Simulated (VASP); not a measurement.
# Nb3B5 in VASP: notebook, part 2 of 3

VASP 6.6.1. The steps go on from the part before.

**4. Relaxation of cell and atoms, PBE**

This run uses another cell than the first one, of 10.31 Å³/atom, 0.776 times its volume.

Input file INCAR:

```
ALGO     = Fast           # electronic algorithm
EDIFF    = 1E-4           # SCF threshold, eV
EDIFFG   = -0.08          # ionic threshold
ENCUT    = 520            # plane-wave cutoff, eV
GGA      = PE             # functional
IBRION   = 2              # ionic algorithm
ISIF     = 3              # what is computed and relaxed
ISMEAR   = 0              # smearing method
LASPH    = T              # aspherical terms in the spheres
LCHARG   = F              # write CHGCAR
LREAL    = F              # projectors in reciprocal space
LWAVE    = F              # write WAVECAR
NELM     = 60             # most SCF steps
NSW      = 24             # ionic steps
PREC     = Normal         # precision mode
SIGMA    = 0.15           # smearing width, eV
```

Input file KPOINTS:

```
k-points
0
Gamma
  6 6 2
```

Input file POSCAR:

```
Nb3B5
1.0
    3.1500000000      0.0000000000      0.0000000000
   -1.5750000000      2.7279800200      0.0000000000
    0.0000000000      0.0000000000      9.6000000000
Nb B
3 5
Direct
    0.0000000000      0.0000000000      0.1560000000
    0.0000000000      0.0000000000      0.8440000000
    0.0000000000      0.0000000000      0.5000000000
    0.3333333300      0.6666666700      0.0000000000
    0.3333333300      0.6666666700      0.3280000000
    0.6666666700      0.3333333300      0.3280000000
    0.3333333300      0.6666666700      0.6720000000
    0.6666666700      0.3333333300      0.6720000000
```

Potentials or basis: VASP PAW PBE potentials, release 64 (Nb_sv, B).

Started as:

```console
$ cat potpaw_PBE.64/Nb_sv/POTCAR potpaw_PBE.64/B/POTCAR > POTCAR
$ mpirun -np 1 vasp_std > vasp.out
```

OUTCAR:

```text
EDIFF = 1E-4
   EDIFFG = -0.08
   ENCUT = 520
   GGA = PE
   IBRION = 2
   ISIF = 3
   ISMEAR = 0
   LASPH = T
   LREAL = F
   NELM = 60
   NSW = 24
   PREC = Normal

 ion  position               nearest neighbor table
   1  0.000  0.000  0.156-   4 2.36   4 2.36   4 2.36   6 2.46   5 2.46   6 2.46   5 2.46   6 2.46
                             5 2.46   2 3.00
   2  0.000  0.000  0.844-   4 2.36   4 2.36   4 2.36   8 2.46   7 2.46   8 2.46   7 2.46   8 2.46
                             7 2.46   1 3.00
   3  0.000  0.000  0.500-   5 2.46   6 2.46   7 2.46   8 2.46   5 2.46   7 2.46   6 2.46   8 2.46
                             6 2.46   8 2.46   5 2.46   7 2.46
   4  0.333  0.667  0.000-   1 2.36   2 2.36   1 2.36   2 2.36   1 2.36   2 2.36
   5  0.333  0.667  0.328-   6 1.82   6 1.82   6 1.82   3 2.46   1 2.46   3 2.46   1 2.46   3 2.46
                             1 2.46
   6  0.667  0.333  0.328-   5 1.82   5 1.82   5 1.82   3 2.46   1 2.46   3 2.46   1 2.46   3 2.46
                             1 2.46
   7  0.333  0.667  0.672-   8 1.82   8 1.82   8 1.82   3 2.46   2 2.46   3 2.46   2 2.46   3 2.46
                             2 2.46
   8  0.667  0.333  0.672-   7 1.82   7 1.82   7 1.82   3 2.46   2 2.46   3 2.46   2 2.46   3 2.46
                             2 2.46

  LATTYP: Found a hexagonal cell.
 ALAT       =     3.1500000000
 C/A-ratio  =     3.0476190476

  Lattice vectors:

 A1 = (   3.1500000000,   0.0000000000,   0.0000000000)
 A2 = (  -1.5750000000,   2.7279800200,   0.0000000000)
 A3 = (   0.0000000000,   0.0000000000,   9.6000000000)

Analysis of symmetry for initial positions (statically):
=====================================================================
 Subroutine PRICEL returns:
 Original cell was already a primitive cell.

 Routine SETGRP: Setting up the symmetry group for a
 hexagonal supercell.

 Subroutine GETGRP returns: Found 12 space group operations
 (whereof 12 operations were pure point group operations)
 out of a pool of 24 trial point group operations.

The static configuration has the point symmetry D_3h.

Analysis of symmetry for dynamics (positions and initial velocities):
=====================================================================
 Subroutine PRICEL returns:
 Original cell was already a primitive cell.

 Routine SETGRP: Setting up the symmetry group for a
 hexagonal supercell.

 Subroutine GETGRP returns: Found 12 space group operations
 (whereof 12 operations were pure point group operations)
 out of a pool of 24 trial point group operations.

The dynamic configuration has the point symmetry D_3h.

 Subroutine INISYM returns: Found 12 space group operations
 (whereof 12 operations are pure point group operations),
 and found     1 'primitive' translations

----------------------------------------------------------------------------------------

                                     Primitive cell

  volume of cell :      82.4941

  direct lattice vectors                    reciprocal lattice vectors
     3.150000000  0.000000000  0.000000000     0.317460317  0.183285800  0.000000000
    -1.575000000  2.727980020  0.000000000     0.000000000  0.366571600  0.000000000
     0.000000000  0.000000000  9.600000000     0.000000000  0.000000000  0.104166667

  length of vectors
     3.150000000  3.149999998  9.600000000     0.366571600  0.366571600  0.104166667

  position of ions in fractional coordinates (direct lattice)
     0.000000000  0.000000000  0.156000000
     0.000000000  0.000000000  0.844000000
     0.000000000  0.000000000  0.500000000
[... 45 lines left out ...]
  0.000000  0.000000  0.000000      1.000000
  0.166667  0.000000  0.000000      6.000000
  0.333333  0.000000  0.000000      6.000000
  0.500000  0.000000  0.000000      3.000000
  0.166667  0.166667  0.000000      6.000000
  0.333333  0.166667  0.000000     12.000000
  0.333333  0.333333  0.000000      2.000000
  0.000000  0.000000  0.500000      1.000000
  0.166667  0.000000  0.500000      6.000000
  0.333333  0.000000  0.500000      6.000000
  0.500000  0.000000  0.500000      3.000000
  0.166667  0.166667  0.500000      6.000000
  0.333333  0.166667  0.500000     12.000000
  0.333333  0.333333  0.500000      2.000000
   k-points           NKPTS =     14   k-points in BZ     NKDIM =     14   number of bands    NBANDS=     32
   number of dos      NEDOS =    301   number of ions     NIONS =      8
   total plane-waves  NPLWV =  17496
   dimension x,y,z NGX =    18 NGY =   18 NGZ =   54
   dimension x,y,z NGXF=    36 NGYF=   36 NGZF=  108
   ions per type =               3   5
   NGX,Y,Z   is equivalent  to a cutoff of   9.50,  9.50,  9.35 a.u.
   NGXF,Y,Z  is equivalent  to a cutoff of  19.00, 19.00, 18.70 a.u.
 SYSTEM =  unknown system
   PREC   = normal    normal or accurate (medium, high low for compatibility)
   ISTART =      0    job   : 0-new  1-cont  2-samecut
   ICHARG =      2    charge: 1-file 2-atom 10-const
   ISPIN  =      1    spin polarized calculation?
   LNONCOLLINEAR =      F non collinear calculations
   LSORBIT =      F    spin-orbit coupling
   LASPH  =      T    aspherical Exc in radial PAW
   ENCUT  =  520.0 eV  38.22 Ry    6.18 a.u.   5.86  5.86 17.85*2*pi/ulx,y,z
   NELM   =     60;   NELMIN=  2; NELMDL= -5     # of ELM steps
   EDIFF  = 0.1E-03   stopping-criterion for ELM
   LREAL  =      F    real-space projection
   EDIFFG = -.8E-01   stopping-criterion for IOM
   NSW    =     24    number of steps for IOM
   IBRION =      2    ionic relax: 0-MD 1-quasi-New 2-CG
   NFREE  =      1    steps in history (QN), initial steepest desc. (CG)
   ISIF   =      3    stress and relaxation
   ISYM   =      2    0-nonsym 1-usesym 2-fastsym
   POTIM  = 0.5000    time-step for ionic-motion
   TEBEG  =    0.0;   TEEND  =   0.0 temperature during run
   PSTRESS=    0.0 pullay stress
   NELECT =      54.0000    total number of electrons
   NUPDOWN=      -1.0000    fix difference up-down
   EMIN   =  10.00;   EMAX   =-10.00  energy-range for DOS
   EFERMI =   0.00;   METHOD = LEGACY
   ISMEAR =     0;   SIGMA  =   0.15  broadening in eV -4-tet -1-fermi 0-gaus
   EFERMI_NEDOS =   21; number of points for ismear=-14 and -15
   IALGO  =     68    algorithm
   IMIX   =      4    mixing-type and parameters
     AMIX     =   0.40;   BMIX     =  1.00
     AMIX_MAG =   1.60;   BMIX_MAG =  1.00
  volume/ion in A,a.u.               =      10.31        69.59
  Fermi-wavevector in a.u.,A,eV,Ry     =   1.421451  2.686152 27.490867  2.020522
  Thomas-Fermi vector in A             =   2.542259
   LORBIT       =      0    0 simple, 1 ext, 2 COOP (PROOUT), +10 PAW based schemes
   GGA     = PE    functional components
   LHFCALC =     F    Hartree Fock is set to
   AEXX    =    0.0000 exact exchange contribution
   IVDW    =     0    specifies the selected vdW correction
   LEPSILON=     F    determine dielectric tensor
   LRPA    =     F    only Hartree local field effects (RPA)
 conjugate gradient relaxation of ions
 non-spin polarized calculation
 RMM-DIIS sequential band-by-band and
 Gauss-broadening in eV      SIGMA  =   0.15
  energy-cutoff  :      520.00
  volume of cell :       82.49
 maximum number of plane-waves:      2232
   NGX = 11   NGY = 11   NGZ = 35

--------------------------------------- Ionic step        1  -------------------------------------------

 number of electron      54.0000012 magnetization

 Free energy of the ion-electron system (eV)
  ---------------------------------------------------
  ext. energy  EPLUGINS =         0.00000000
  ---------------------------------------------------
  free energy    TOTEN  =       -69.34596441 eV

  energy without entropy =      -69.31877670  energy(sigma->0) =      -69.33237055

------------------------ aborting loop because EDIFF is reached ----------------------------------------

  FORCE on cell =-STRESS in cart. coord.  units (eV):
  Direction    XX          YY          ZZ          XY          YZ          ZX
  --------------------------------------------------------------------------------------
  -------------------------------------------------------------------------------------
  Total       -3.0377832     -3.0377831     -0.3462336      0.0000000      0.0000000      0.0000000
  in kB      -58.9989631    -58.9989631     -6.7244504      0.0000000      0.0000000      0.0000000
  external PRESSURE =     -41.5741255 kB  Pullay stress =       0.0000000 kB
[... 155 lines left out ...]
--------------------------------------- Ionic step        5  -------------------------------------------

 number of electron      54.0000006 magnetization

 Free energy of the ion-electron system (eV)
  ---------------------------------------------------
  ext. energy  EPLUGINS =         0.00000000
  ---------------------------------------------------
  free energy    TOTEN  =       -69.40208744 eV

  energy without entropy =      -69.38118865  energy(sigma->0) =      -69.39163804

 E-fermi :  11.1136     XC(G=0): -12.8062

 val. band max:       11.0060324663   @ k =   0.5000   0.0000   0.0000
 cond. band min:      11.1178357884   @ k =   0.3333   0.3333   0.5000
 fundamental gap:      0.1118033221
 Fermi energy:        11.1135880772

 k-point     1 :       0.0000    0.0000    0.0000
  band No.  band energies     occupation
      1     -44.5018      2.00000
      2     -43.6345      2.00000
      3     -43.6094      2.00000
      4     -20.8060      2.00000
      5     -20.2538      2.00000
      6     -20.2538      2.00000
[... 514 lines left out ...]
  FREE ENERGIE OF THE ION-ELECTRON SYSTEM (eV)
  ---------------------------------------------------
  free  energy   TOTEN  =       -69.4020874351 eV

  energy  without entropy=      -69.3811886468  energy(sigma->0) =      -69.39163804

 reached required accuracy - stopping structural energy minimisation
```

It took 69 s on 1 thread of Intel Xeon Platinum 8488C (Sapphire Rapids), shared host; peak memory 0.16 GiB.

What came out:

```yaml
Free_energy: -69.4021 eV
Relaxed_volume: 10.16 Å³/atom
Relaxed_cell: a = 3.118 Å, b = 3.118 Å, c = 9.653 Å, α = 90.00°, β = 90.00°, γ = 120.00°
Space_group_after_relaxing_to_0.05_Å: P-6m2 (No. 187)
Energy_gained_by_relaxing: 7.0 meV/atom
Ionic_steps: 5
Pressure_after_relaxing: 0.0 GPa
Largest_force_after_relaxing: 0.076 eV/Å
Band_gap_on_the_k_mesh: none (metal or under the smearing width)
```

Forces in eV/Å, atoms in the order of the input:
```
Nb   0.000  0.000 -0.076
Nb   0.000  0.000  0.076
Nb   0.000  0.000  0.000
B    0.000  0.000  0.000
B    0.000  0.000  0.075
B    0.000  0.000 -0.069
B    0.000  0.000 -0.075
B    0.000  0.000  0.069
```

The path:
| step | energy change (eV) | largest force (eV/Å) | pressure (GPa) | volume (Å³) |
| --- | --- | --- | --- | --- |
| 1 | 0.0000 | 0.4975 | -4.16 | 82.49 |
| 2 | -0.0155 | 0.1807 | 6.62 | 79.33 |
| 3 | -0.0454 | 0.2839 | 1.72 | 80.73 |
| 4 | -0.0557 | 0.1292 | -0.30 | 81.34 |
| 5 | -0.0561 | 0.0760 | -0.03 | 81.25 |

Final structure:
```cif
data_structure
_symmetry_space_group_name_H-M 'P 1'
_symmetry_Int_Tables_number 1
_cell_length_a 3.1176
_cell_length_b 3.1176
_cell_length_c 9.6531
_cell_angle_alpha 90.000
_cell_angle_beta 90.000
_cell_angle_gamma 120.000
_cell_volume 81.25
loop_
_atom_site_label
_atom_site_type_symbol
_atom_site_fract_x
_atom_site_fract_y
_atom_site_fract_z
_atom_site_occupancy
Nb1 Nb 0.00000 0.00000 0.15817 1
Nb2 Nb 0.00000 0.00000 0.84183 1
Nb3 Nb 0.00000 0.00000 0.50000 1
B1 B 0.33333 0.66667 0.00000 1
B2 B 0.33333 0.66667 0.32913 1
B3 B 0.66667 0.33333 0.32511 1
B4 B 0.33333 0.66667 0.67087 1
B5 B 0.66667 0.33333 0.67489 1
```

Caveat: the k mesh is coarse (spacing up to 0.38 Å⁻¹), so the values aren't converged; the relaxation stopped at a loose force limit of 0.08 eV/Å, so its end isn't a converged minimum.

(Continued in part 3 of 3.)
